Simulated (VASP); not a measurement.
Set up this calculation in VASP 6.6.1, as the native input.

```yaml
Task: single point
Functional: PBE
Potentials_or_basis: VASP PAW PBE potentials, release 64 (Gd, K_sv, H)
Cutoff: 520 eV
k_mesh: 5 × 5 × 5
Occupations: fermi-dirac, width 0.1 eV
Spin: no spin polarisation
Hubbard_terms: Gd f U = 3.06 eV
Dipole_correction: no
Further_INCAR_settings: ALGO = Normal; EDIFF = 1e-07; NBANDS = 29; ISYM = 0
```

The structure of K2GdH4 lies in POSCAR:

```
K2GdH4
1.0
    0.0000000000      4.2436321200      0.0000000000
    4.2436321200      0.0000000000      0.0000000000
    2.1218160600      2.1218160600     -7.1454957300
Gd K H
1 2 4
Direct
    0.0000000000      0.0000000000      0.0000000000
    0.3513000000      0.3513000000      0.2974000000
    0.6487000000      0.6487000000      0.7026000000
    0.1472000000      0.1472000000      0.7056000000
    0.8528000000      0.8528000000      0.2944000000
    0.5000000000      0.0000000000      0.0000000000
    0.0000000000      0.5000000000      0.0000000000
```

The cell was built by a generator and needn't be a form met in nature.

These files were run (other wordings do the same):

INCAR

```
PREC     = Accurate       # precision mode
ENCUT    = 520            # plane-wave cutoff, eV
EDIFF    = 1E-7           # SCF threshold, eV
ISMEAR   = -1             # smearing method
SIGMA    = 0.1            # smearing width, eV
LREAL    = F              # projectors in reciprocal space
LASPH    = T              # aspherical terms in the spheres
NELM     = 150            # most SCF steps
ALGO     = Normal         # electronic algorithm
ISIF     = 2              # what is computed and relaxed
LWAVE    = F              # write WAVECAR
LCHARG   = F              # write CHGCAR
LMAXMIX  = 6              # l up to which the mixer works
LDAU     = T              # DFT+U
LDAUTYPE = 2            
LDAUL    = 3 -1 -1        # shell
LDAUU    = 3.06 0 0       # U, eV
LDAUJ    = 0 0 0        
LDAUPRINT= 1            
GGA      = PE             # functional
ISYM     = 0            
NBANDS   = 29             # bands
```

KPOINTS

```
Automatic mesh
0
Gamma
  5 5 5
```

Potentials or basis: VASP PAW PBE potentials, release 64 (Gd, K_sv, H).

The run is started by

```console
$ cat potpaw_PBE.64/Gd/POTCAR potpaw_PBE.64/K_sv/POTCAR potpaw_PBE.64/H/POTCAR > POTCAR
$ mpirun -np 1 vasp_std > vasp.out
```

Results of the run:

```
Pressure               : 4.3 GPa
Largest force          : 0.942 eV/Å
Band gap on the k mesh : none (metal or under the smearing width)
```

Caveat: U without spin polarisation on a metal has little footing.

It took 10 min on 1 thread of Intel(R) Xeon(R) 6975P-C (Granite Rapids), with other jobs on the host, peak memory 0.4 GiB.
